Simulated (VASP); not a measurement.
Energy against volume of AlN (wurtzite). All values below come from revTPSS meta-GGA, VASP's PBE PAW potentials (set 64) (plane waves; VASP 6.6.1). Numerical set-up: 520 eV cut-off, 8×8×5 Γ-centred mesh, Gaussian smearing of 0.050 eV, potentials Al N.

Shape and ions are relaxed at each volume.

```json
[
 {"V (Å³/atom)": "9.874", "E (eV/atom)": "-8.93253"},
 {"V (Å³/atom)": "10.189", "E (eV/atom)": "-8.95286"},
 {"V (Å³/atom)": "10.504", "E (eV/atom)": "-8.95940"},
 {"V (Å³/atom)": "10.819", "E (eV/atom)": "-8.95402"}
]
```

**Question.** Fit these four points and predict the energy of the run at 11.134 Å³/atom.

**Answer.** A cubic in V^(−2/3), the third-order Birch-Murnaghan form, passes through the four points with V0 = 10.51 Å³/atom and B0 = 201 GPa, and gives -8.9383 eV/atom there. The run gave -8.9383 eV/atom, -0.0 meV/atom from the fit; all five points give B0 = 201 GPa.

The compound is AlN in the wurtzite structure. It was relaxed first.
